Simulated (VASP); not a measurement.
Here is a VASP 6.6.1 calculation.

The input INCAR:

```
SYSTEM = ZnH12Cl2O6
PREC     = Accurate       ! precision mode
ENCUT    = 520            ! plane-wave cutoff, eV
EDIFF    = 1E-5           ! SCF threshold, eV
ISMEAR   = -1             ! smearing method
SIGMA    = 0.02           ! smearing width, eV
LREAL    = Auto         
LASPH    = .TRUE.         ! aspherical terms in the spheres
NELM     = 80             ! most SCF steps
ALGO     = Fast           ! electronic algorithm
ISIF     = 2              ! what is computed and relaxed
LWAVE    = .FALSE.        ! write WAVECAR
LCHARG   = .FALSE.        ! write CHGCAR
GGA      = PE             ! functional
IVDW     = 12             ! dispersion correction
IBRION   = 0              ! ionic algorithm
NSW      = 40             ! ionic steps
POTIM    = 0.5            ! step
TEBEG    = 400.0        
TEEND    = 400.0        
ISYM     = 0            
NELMIN   = 4            
RANDOM_SEED= 373205 0 0   
MDALGO   = 3            
LANGEVIN_GAMMA= 20 20 20 20
```

KPOINTS

```
Automatic mesh
0
G
  1 1 1
  0 0 0
```

File POSCAR:

```
ZnH12Cl2O6
1.0
    6.8384790000      0.0000000000      0.0000000000
    0.0000000000      6.8384790000      0.0000000000
    0.0000000000      0.0000000000      6.8384790000
O H Zn Cl
6 12 1 2
Direct
   -0.0312789700      0.2409870200      1.0885972100
    0.5179814800      0.9430201600      0.7972285000
    0.9315285500      0.9293353400      0.8789752200
    0.2911825100      0.7957924300      0.5193187600
    0.3730097300      0.7304621000      0.1259716000
    0.6114474200      0.4211058200      0.7005308300
    0.0997952100      0.2383586500      1.1457559000
   -0.0317483900      0.1305720400      0.9871222100
    0.5053151000      1.0854553000      0.7934854800
    0.4301662700      0.8956553200      0.6885904800
    0.9239003200      0.8350627500      0.9902289600
    0.7976958500      0.9245028600      0.8168090400
    0.3329365500      0.7862333500      0.3802441200
    0.1502312700      0.8200680100      0.5115185700
    0.4236254200      0.8090157800      0.0156174300
    0.4269835500      0.5987361700      0.1061977500
    0.5375166000      0.4232665300      0.5782331800
    0.6185164200      0.5585734800      0.7359695000
    0.7513183400      0.1374708000      0.2630493300
    0.4683746200      0.2787499400      0.2801648400
    0.8295256500      0.8440603600      0.3575628000
```

Potentials or basis: VASP PAW PBE potentials, release 64 (O, H, Zn, Cl).

Launch:

```sh
$ cat potpaw_PBE.64/O/POTCAR potpaw_PBE.64/H/POTCAR potpaw_PBE.64/Zn/POTCAR potpaw_PBE.64/Cl/POTCAR > POTCAR
$ mpirun -np 1 vasp_gam > vasp.out
```

Question: Predict the dispersion energy per atom.

Answer: -0.043 eV.

The path:
| step | potential energy change (eV) | largest force (eV/Å) | pressure (GPa) | volume (Å³) | temperature (K) |
| --- | --- | --- | --- | --- | --- |
| 1 | 0.0000 | 0.9768 | -0.95 | 319.80 | 430 |
| 2 | 0.0070 | 0.8197 | -0.49 | 319.80 | 449 |
| 3 | 0.0549 | 1.5573 | -0.06 | 319.80 | 441 |
| 4 | 0.1316 | 2.1848 | 0.36 | 319.80 | 414 |
| 5 | 0.2091 | 2.6616 | 0.70 | 319.80 | 396 |
| 6 | 0.2557 | 2.8436 | 0.82 | 319.80 | 392 |
| 7 | 0.2453 | 2.4192 | 0.70 | 319.80 | 409 |
| 8 | 0.2116 | 1.8303 | 0.35 | 319.80 | 420 |
| 9 | 0.1978 | 1.3119 | -0.10 | 319.80 | 422 |
| 10 | 0.2271 | 1.2436 | -0.59 | 319.80 | 410 |
| 11 | 0.2888 | 1.6546 | -1.01 | 319.80 | 382 |
| 12 | 0.3615 | 2.1618 | -1.38 | 319.80 | 366 |
| 13 | 0.4456 | 2.5626 | -1.66 | 319.80 | 356 |
| 14 | 0.5064 | 2.8068 | -1.86 | 319.80 | 356 |
| 15 | 0.5346 | 2.9139 | -1.92 | 319.80 | 360 |
| 16 | 0.5194 | 2.8556 | -1.89 | 319.80 | 375 |
| 17 | 0.4664 | 2.5830 | -1.71 | 319.80 | 391 |
| 18 | 0.4037 | 2.1763 | -1.39 | 319.80 | 410 |
| 19 | 0.3603 | 1.6082 | -0.91 | 319.80 | 432 |
| 20 | 0.3552 | 1.2328 | -0.33 | 319.80 | 425 |
| 21 | 0.3933 | 1.9760 | 0.27 | 319.80 | 401 |
| 22 | 0.4609 | 2.4494 | 0.82 | 319.80 | 373 |
| 23 | 0.5275 | 2.9135 | 1.30 | 319.80 | 345 |
| 24 | 0.5589 | 3.1543 | 1.50 | 319.80 | 320 |
| 25 | 0.5321 | 2.7380 | 1.45 | 319.80 | 327 |
| 26 | 0.4718 | 2.6178 | 1.21 | 319.80 | 355 |
| 27 | 0.4203 | 2.1286 | 0.80 | 319.80 | 371 |
| 28 | 0.4113 | 1.7154 | 0.36 | 319.80 | 384 |
| 29 | 0.4449 | 2.1557 | -0.15 | 319.80 | 375 |
| 30 | 0.5136 | 2.4761 | -0.57 | 319.80 | 336 |
| 31 | 0.5862 | 2.5807 | -0.94 | 319.80 | 308 |
| 32 | 0.6377 | 2.7381 | -1.15 | 319.80 | 290 |
| 33 | 0.6476 | 2.7828 | -1.22 | 319.80 | 288 |
| 34 | 0.6173 | 2.6051 | -1.19 | 319.80 | 300 |
| 35 | 0.5557 | 2.1523 | -1.02 | 319.80 | 326 |
| 36 | 0.4987 | 1.7911 | -0.72 | 319.80 | 342 |
| 37 | 0.4638 | 1.4538 | -0.29 | 319.80 | 346 |
| 38 | 0.4620 | 1.6873 | 0.15 | 319.80 | 347 |
| 39 | 0.4914 | 2.2191 | 0.58 | 319.80 | 339 |
| 40 | 0.5315 | 2.5876 | 0.83 | 319.80 | 317 |
